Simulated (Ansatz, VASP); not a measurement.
# One calculation of TaAuS3, two programs

The input INCAR:

```
SYSTEM = TaAuS3
PREC     = Accurate       ! precision mode
ENCUT    = 520            ! plane-wave cutoff, eV
EDIFF    = 1E-7           ! SCF threshold, eV
ISMEAR   = 0              ! smearing method
SIGMA    = 0.05           ! smearing width, eV
LREAL    = .FALSE.        ! projectors in reciprocal space
LASPH    = .TRUE.         ! aspherical terms in the spheres
NELM     = 100            ! most SCF steps
ALGO     = Normal         ! electronic algorithm
ISIF     = 2              ! what is computed and relaxed
LWAVE    = .FALSE.        ! write WAVECAR
LCHARG   = .TRUE.         ! write CHGCAR
LELF     = .TRUE.         ! ELF
LVHAR    = .TRUE.       
NBANDS   = 28             ! bands
```

KPOINTS

```
regular mesh
0
G
  4 4 4
  0 0 0
```

POSCAR

```
TaAuS3
1.0
    4.9600000000      0.0000000000      0.0000000000
    0.0000000000      4.9600000000      0.0000000000
    0.0000000000      0.0000000000      4.9600000000
Au Ta S
1 1 3
Direct
    0.0000000000      0.0000000000      0.0000000000
    0.5000000000      0.5000000000      0.5000000000
    0.5000000000      0.5000000000      0.0000000000
    0.5000000000      0.0000000000      0.5000000000
    0.0000000000      0.5000000000      0.5000000000
```

Input for Ansatz:

```yaml
crystal:
  lattice:
    - [4.96, 0.0, 0.0]
    - [0.0, 4.96, 0.0]
    - [0.0, 0.0, 4.96]
  atoms:
    - { symbol: Au, position: [0.0, 0.0, 0.0] }
    - { symbol: Ta, position: [0.5, 0.5, 0.5] }
    - { symbol: S, position: [0.5, 0.5, 0.0] }
    - { symbol: S, position: [0.5, 0.0, 0.5] }
    - { symbol: S, position: [0.0, 0.5, 0.5] }
basis:
  ecutwfc: 420
kpoints:
  mp_grid: { grid: [4, 4, 4] }
hamiltonian:
  xc: lda
scf:
  occupations: { method: gaussian, width: 0.05 }
output:
  forces: true
  stress: true
  eigenvalues: true
```

The cell comes from a database or a generator and needn't be the stable form of this composition.

Alike in both runs: task single point; functional LDA; k mesh 4 × 4 × 4; occupations gaussian, width 0.05 eV; no spin polarisation.

|  | VASP | Ansatz |
| --- | --- | --- |
| version | VASP 6.6.1 | Ansatz 0.2.0 |
| potentials or method | VASP PAW LDA potentials, release 64 (Au, Ta_pv, S) | scalar-relativistic, plane waves, PAW |
| plane-wave cutoff (eV) | 520 | 420 |
| valence electrons in the cell | 40 | 50 |

```tsv
	VASP	Ansatz	Ansatz less VASP
gap on the k mesh at the Fermi level (eV)	none	none	-
pressure (GPa)	-12.5	-12.6	-0.12
```

A gap of «none» marks a metal or a gap that the smearing closes. The two sets of potentials don't hold the same shells in valence.

The runs have no spin-orbit coupling, so splittings on Au, Ta are missing.
